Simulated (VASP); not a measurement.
An input for Quantum ESPRESSO's pw.x (written as the equivalent of a VASP run, and not itself run):

```
&CONTROL
  calculation = 'vc-relax'
  pseudo_dir = './pseudo'
  outdir = './out'
  tprnfor = .true.
  tstress = .true.
  nstep = 40
  forc_conv_thr = 0.00039
/
&SYSTEM
  ibrav = 0
  nat = 2
  ntyp = 2
  ecutwfc = 86
  occupations = 'smearing'
  smearing = 'gaussian'
  degauss = 0.003675
  input_dft = 'pbesol'
/
&ELECTRONS
  conv_thr = 7.3e-09
  electron_maxstep = 100
/
&IONS
/
&CELL
  press = 300
/
ATOMIC_SPECIES
  Zn 65.380 Zn.upf
  Se 78.971 Se.upf
CELL_PARAMETERS angstrom
     0.0000000    2.5887710    2.5887710
     2.5887710    0.0000000    2.5887710
     2.5887710    2.5887710    0.0000000
ATOMIC_POSITIONS crystal
  Zn   0.0000000  0.0000000  0.0000000
  Se   0.2500000  0.2500000  0.2500000
K_POINTS automatic
  8 8 8 0 0 0
```

**Question.** Translate this input to VASP (INCAR, KPOINTS, POSCAR, choice of POTCAR).

**Answer.** Several could match; the one computed here: 
KPOINTS:
```
Automatic
0
gamma
  8 8 8
```

**POSCAR**
```
ZnSe
1.0
  0.0000000000   2.5887709792   2.5887709792
  2.5887709792   0.0000000000   2.5887709792
  2.5887709792   2.5887709792   0.0000000000
Zn Se
1 1
Direct
  0.0000000000   0.0000000000   0.0000000000
  0.2500000000   0.2500000000   0.2500000000
```

**INCAR**
```
ALGO=Normal
EDIFF=1E-7
EDIFFG=-0.01
ENCUT=480
GGA=PS
IBRION=2
ISIF=3
ISMEAR=0
LASPH=.TRUE.
LCHARG=.FALSE.
LMAXMIX=4
LREAL=.FALSE.
LWAVE=.FALSE.
NELM=100
NSW=40
PREC=Accurate
PSTRESS=300
SIGMA=0.05
SYSTEM=ZnSe
```

POTCAR, in this order: Zn Se (PBE.64 set). Program: vasp_std.

Limits of the translation: the potentials are each code's own (VASP's PAW set, PseudoDojo norm-conserving files in pw.x), so ENCUT and ecutwfc are chosen apart and not converted; conv_thr bounds pw.x's estimated SCF error, while EDIFF bounds the energy change between steps; forc_conv_thr acts on force components and is met together with etot_conv_thr.

The compound is ZnSe in the zinc blende structure. It was relaxed first under an external pressure of 30 GPa.
